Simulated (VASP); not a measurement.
# Lattice vibrations of TiAl3, part 2 of 2

Wanted: whether TiAl3 is dynamically stable, and its vibrational spectrum. The start is a computed cell from the Materials Project.

VASP 6.6.1; LDA; plane waves and PAW (Ti, Al).

So far. Step 2 (Relax the host): The run ended after 3 ionic steps, 0.023 eV below its first step, once forces and stress met EDIFFG = -0.02. Step 3 (Tight relaxation): The start already met the threshold, so nothing moved.

### Step 4. Force constants in the supercell

System of this step: TiAl3. The cell holds 48 atoms: 12 Ti and 36 Al. Cell: a = 10.025 Å, b = 10.025 Å, c = 15.038 Å, α = 135.7°, β = 135.7°, γ = 64.4°. It derives from TiAl3.

Each independent atom is moved by 0.015 Å both ways; the forces give the force constants out to half the supercell.

INCAR

```
SYSTEM = TiAl3
PREC = Accurate
ENCUT = 350
EDIFF = 1E-07
NELM = 120
ISMEAR = 1
SIGMA = 0.2
LREAL = Auto
ALGO = Fast
GGA = CA
NBANDS = 112
LASPH = .TRUE.
LWAVE = .FALSE.
LCHARG = .FALSE.
KPAR = 4
IBRION = 6
NSW = 1
NFREE = 2
POTIM = 0.015
ISIF = 0
ADDGRID = .TRUE.
```

POSCAR

```
TiAl3
1.0
   -3.7787338536      3.7787338536      8.4821216914
    3.7787338536     -3.7787338536      8.4821216914
    5.6681007804      5.6681007804    -12.7231825371
Ti Al
12 36
Direct
    0.0000000000      0.0000000000      0.0000000000
    0.0000000000      0.0000000000      0.3333333333
    0.0000000000      0.0000000000      0.6666666667
    0.0000000000      0.5000000000      0.0000000000
    0.0000000000      0.5000000000      0.3333333333
    0.0000000000      0.5000000000      0.6666666667
    0.5000000000      0.0000000000      0.0000000000
    0.5000000000      0.0000000000      0.3333333333
    0.5000000000      0.0000000000      0.6666666667
    0.5000000000      0.5000000000      0.0000000000
    0.5000000000      0.5000000000      0.3333333333
    0.5000000000      0.5000000000      0.6666666667
    0.1250000000      0.3750000000      0.1666666667
    0.1250000000      0.3750000000      0.5000000000
    0.1250000000      0.3750000000      0.8333333333
    0.1250000000      0.8750000000      0.1666666667
    0.1250000000      0.8750000000      0.5000000000
    0.1250000000      0.8750000000      0.8333333333
    0.6250000000      0.3750000000      0.1666666667
    0.6250000000      0.3750000000      0.5000000000
    0.6250000000      0.3750000000      0.8333333333
    0.6250000000      0.8750000000      0.1666666667
    0.6250000000      0.8750000000      0.5000000000
    0.6250000000      0.8750000000      0.8333333333
    0.3750000000      0.1250000000      0.1666666667
    0.3750000000      0.1250000000      0.5000000000
    0.3750000000      0.1250000000      0.8333333333
    0.3750000000      0.6250000000      0.1666666667
    0.3750000000      0.6250000000      0.5000000000
    0.3750000000      0.6250000000      0.8333333333
    0.8750000000      0.1250000000      0.1666666667
    0.8750000000      0.1250000000      0.5000000000
    0.8750000000      0.1250000000      0.8333333333
    0.8750000000      0.6250000000      0.1666666667
    0.8750000000      0.6250000000      0.5000000000
    0.8750000000      0.6250000000      0.8333333333
    0.2500000000      0.2500000000      0.0000000000
    0.2500000000      0.2500000000      0.3333333333
    0.2500000000      0.2500000000      0.6666666667
    0.2500000000      0.7500000000      0.0000000000
    0.2500000000      0.7500000000      0.3333333333
    0.2500000000      0.7500000000      0.6666666667
    0.7500000000      0.2500000000      0.0000000000
    0.7500000000      0.2500000000      0.3333333333
    0.7500000000      0.2500000000      0.6666666667
    0.7500000000      0.7500000000      0.0000000000
    0.7500000000      0.7500000000      0.3333333333
    0.7500000000      0.7500000000      0.6666666667
```

KPOINTS

```
Automatic mesh
0
Gamma
5 5 4
0 0 0
```

PAW data sets: Ti and Al (LDA family, release 64).

Run with:

```
$ mpirun -np 4 vasp_std
```

Output:

```text
[banner, memory and clock lines left out]
running    4 mpi-ranks, on    1 nodes
[...]
LDA part: xc-table for (Slater(with rela. corr.)+CA(PZ))
 , standard interpolation
 POSCAR, INCAR and KPOINTS ok, starting setup
[...]
entering main loop
       N       E                     dE             d eps       ncg     rms          rms(c)
DAV:   1     0.553999643554E+03    0.55400E+03   -0.39160E+04  7528   0.850E+02
DAV:   2    -0.195604181971E+03   -0.74960E+03   -0.71315E+03  7392   0.225E+02
DAV:   3    -0.290866932531E+03   -0.95263E+02   -0.88859E+02 10344   0.681E+01
DAV:   4    -0.295290462898E+03   -0.44235E+01   -0.43566E+01  9736   0.151E+01
[...]
RMM:  29    -0.273216358987E+03    0.91334E-06   -0.12615E-06  8095   0.225E-03    0.431E-02
RMM:  30    -0.273216358390E+03    0.59773E-06   -0.17244E-06  8491   0.219E-03    0.131E-02
RMM:  31    -0.273216358296E+03    0.93456E-07   -0.27836E-07  5179   0.982E-04
   1 F= -.27321636E+03 E0= -.27322299E+03  d E =0.198832E-01
[... from here on, the cycles between the ionic steps are left out ...]
   2 F= -.27321506E+03 E0= -.27322168E+03  d E =0.198805E-01
   3 F= -.27321506E+03 E0= -.27322168E+03  d E =0.198808E-01
   4 F= -.27321509E+03 E0= -.27322171E+03  d E =0.198814E-01
   5 F= -.27321509E+03 E0= -.27322171E+03  d E =0.198816E-01
   6 F= -.27321546E+03 E0= -.27322207E+03  d E =0.198434E-01
   7 F= -.27321547E+03 E0= -.27322211E+03  d E =0.199151E-01
   8 F= -.27321558E+03 E0= -.27322221E+03  d E =0.198815E-01
   9 F= -.27321558E+03 E0= -.27322221E+03  d E =0.198815E-01
 Finite differences progress:
  Degree of freedom:   4/  6
  Displacement:        2/  2
  Total:               8/ 12
[...]
N       E                     dE             d eps       ncg     rms          rms(c)
DAV:   1    -0.273215560779E+03    0.20867E-04   -0.57692E-02 11504   0.569E-01    0.145E-01
RMM:   2    -0.273217938752E+03   -0.23780E-02   -0.12921E-02 11545   0.352E-01    0.376E-01
RMM:   3    -0.273215342936E+03    0.25958E-02   -0.29899E-03 11426   0.209E-01    0.741E-02
RMM:   4    -0.273215371277E+03   -0.28342E-04   -0.62561E-04 11558   0.615E-02    0.617E-02
RMM:   5    -0.273215328591E+03    0.42686E-04   -0.23921E-04 11556   0.485E-02    0.250E-02
 hard stop encountered!  aborting job ...
|                                                                             |
|           W    W    AA    RRRRR   N    N  II  N    N   GGGG   !!!           |
|           W    W   A  A   R    R  NN   N  II  NN   N  G    G  !!!           |
|           W    W  A    A  R    R  N N  N  II  N N  N  G       !!!           |
|           W WW W  AAAAAA  RRRRR   N  N N  II  N  N N  G  GGG   !            |
|           WW  WW  A    A  R   R   N   NN  II  N   NN  G    G                |
|           W    W  A    A  R    R  N    N  II  N    N   GGGG   !!!           |
|                                                                             |
|     The electronic self-consistency was not achieved in the given           |
|     number of steps (NELM). The forces and other quantities evaluated       |
|     might not be reliable so examine the results carefully. If you find     |
|     spurious results, we suggest increasing NELM, if you were close to      |
|     convergence or switching to a different ALGO or adjusting the           |
|     density mixing parameters otherwise.                                    |
|                                                                             |

 soft stop encountered!  aborting job ...
```

Run time: 3.4 h. Hardware: 4 MPI ranks of AMD EPYC 7R43, shared host.

The run was stopped at its time limit, so it gives no result of its own.

### Step 5. Outcome

```json
{
  "result": "none"
}
```

**Reading.** The session ends without its result: «force constants in the supercell» met its time limit.

[Lines on the potential files, build, host, timing and source positions are cut from VASP's logs without a mark.]

[Logs are printed without paths, hosts, clocks, repeated set-up lines and the standing remarks that a program may print on its own settings, such as how far it seeks lower states.]

[Hosts, paths, dates, database ids (printed as entryN), source tags and the programs' standing remarks are cut or masked in the printed files.]

[Runs that stopped without an error message from VASP are left out.]
